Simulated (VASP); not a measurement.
OSZICAR of a VASP run on Sn3Pt (atoms displaced from the space group 139 structure):

OSZICAR:
```
       N       E                     dE             d eps       ncg     rms          rms(c)
DAV:   1     0.431638523012E+03    0.43164E+03   -0.18955E+04  4187   0.204E+03
DAV:   2     0.355414189098E+02   -0.39610E+03   -0.38727E+03  3976   0.504E+02
DAV:   3    -0.147638564945E+02   -0.50305E+02   -0.49489E+02  4529   0.170E+02
DAV:   4    -0.163807425927E+02   -0.16169E+01   -0.16102E+01  4466   0.344E+01
DAV:   5    -0.164312467158E+02   -0.50504E-01   -0.50495E-01  5655   0.529E+00    0.854E+00
DAV:   6    -0.162057091323E+02    0.22554E+00   -0.13191E+00  4256   0.756E+00    0.493E+00
DAV:   7    -0.161284017067E+02    0.77307E-01   -0.28574E-01  4601   0.514E+00    0.287E+00
DAV:   8    -0.161014752671E+02    0.26926E-01   -0.67289E-02  4605   0.278E+00    0.202E-01
DAV:   9    -0.161003398243E+02    0.11354E-02   -0.91748E-03  5089   0.139E+00    0.153E-01
DAV:  10    -0.161001903296E+02    0.14949E-03   -0.20397E-03  4519   0.518E-01    0.269E-02
DAV:  11    -0.161001775397E+02    0.12790E-04   -0.10137E-04  4801   0.125E-01    0.164E-02
DAV:  12    -0.161001733582E+02    0.41814E-05   -0.17776E-05  5368   0.496E-02    0.420E-03
DAV:  13    -0.161001732532E+02    0.10506E-06   -0.17642E-06  2764   0.130E-02
   1 F= -.16100173E+02 E0= -.16057077E+02  d E =-.861928E-01
```

Task: Which electronic solver shows in the log?

Result: It is blocked Davidson (ALGO = Normal, or the opening steps of other solvers). The INCAR had ALGO = Normal.

Task: Can the final energy be trusted as converged?

Result: Self-consistency was reached. It stopped with EDIFF = 1E-6, NELM = 100 (PBE GGA, plane waves, VASP's PBE PAW potentials (set 64)).

The structure was generated: Sn3Pt was put into an ordered model structure, which need not be its known phase. The cell was not relaxed at this level, atoms are displaced from their ideal sites. The k-mesh is coarse (spacing up to 0.44 per Å, 2π included), so the numbers may not be converged in it.
